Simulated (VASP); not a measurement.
OSZICAR of a VASP run on Nb (space group Fm-3m):

**OSZICAR**
```
       N       E                     dE             d eps       ncg     rms          rms(c)
DAV:   1     0.106822808043E+03    0.10682E+03   -0.66380E+03  3392   0.116E+03
DAV:   2    -0.227576367404E+02   -0.12958E+03   -0.12674E+03  4144   0.466E+02
DAV:   3    -0.310680455411E+02   -0.83104E+01   -0.80474E+01  6396   0.855E+01
DAV:   4    -0.313614190987E+02   -0.29337E+00   -0.29181E+00  4356   0.133E+01
DAV:   5    -0.313757572073E+02   -0.14338E-01   -0.14326E-01  5332   0.267E+00    0.102E+01
DAV:   6    -0.239002822701E+02    0.74755E+01   -0.45492E+00  4760   0.297E+01    0.143E+00
DAV:   7    -0.247158571973E+02   -0.81557E+00   -0.29784E-01  4528   0.599E+00    0.118E+00
DAV:   8    -0.242718835672E+02    0.44397E+00   -0.63705E-01  4544   0.100E+01    0.135E+00
DAV:   9    -0.245895472592E+02   -0.31766E+00   -0.43254E-01  3760   0.620E+00    0.621E-01
DAV:  10    -0.245947783867E+02   -0.52311E-02   -0.12174E-02  4372   0.119E+00    0.151E-01
DAV:  11    -0.245981718152E+02   -0.33934E-02   -0.23269E-03  3864   0.576E-01    0.125E-01
DAV:  12    -0.245979601590E+02    0.21166E-03   -0.10965E-03  3492   0.416E-01    0.909E-02
DAV:  13    -0.245983185969E+02   -0.35844E-03   -0.57854E-04  3432   0.295E-01    0.348E-02
DAV:  14    -0.245983563379E+02   -0.37741E-04   -0.24577E-05  4752   0.634E-02    0.197E-02
DAV:  15    -0.245983680659E+02   -0.11728E-04   -0.16144E-05  3676   0.393E-02    0.125E-02
DAV:  16    -0.245983511677E+02    0.16898E-04   -0.75003E-06  4060   0.362E-02    0.175E-03
DAV:  17    -0.245983521007E+02   -0.93301E-06   -0.81562E-07  2560   0.963E-03
   1 F= -.24598352E+02 E0= -.24597427E+02  d E =-.184948E-02  mag=     0.0000     0.0000     0.0000
       N       E                     dE             ncg
```

Problem. Which electronic solver shows in the log?

Solution. It is blocked Davidson (ALGO = Normal, or the opening steps of other solvers). The INCAR had ALGO = Normal.

Problem. How was spin treated?

Solution. With non-collinear spinors: mag has three components.

Problem. Can the final energy be trusted as converged?

Solution. Self-consistency was reached. It stopped with EDIFF = 1E-6, NELM = 100 (r2SCAN meta-GGA with spin-orbit coupling, plane waves, VASP's PBE PAW potentials (set 64)).

The structure comes from a measured Nb entry (Fm-3m) of the Crystallography Open Database, whose conditions weren't checked. It was relaxed first.
